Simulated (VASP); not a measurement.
Input:

```
BeS
1.0
    0.00000     2.43891     2.43891
    2.43891     0.00000     2.43891
    2.43891     2.43891     0.00000
Be S
1 1
Direct
  0.00000   0.00000   0.00000
  0.25000   0.25000   0.25000
```

Calculation: PBE GGA, VASP's PBE PAW potentials (set 64) (plane waves; VASP 6.6.1). Numerical set-up: 520 eV cut-off, 8×8×8 Γ-centred mesh, Gaussian smearing of 0.050 eV, potentials Be S.

### Question
Estimate the energy per atom (σ→0), band gap (on the k-mesh) with the smallest direct gap where there is one.

### Answer

The band gap (on the k-mesh) is 3.15 eV and the smallest direct gap (on the k-mesh) is 5.68 eV. The energy per atom (σ→0) comes out as -5.007 eV/atom.

The absolute energy has meaning only against runs of the same code, potentials and settings.

The compound is BeS in the zinc blende structure. It was relaxed first.
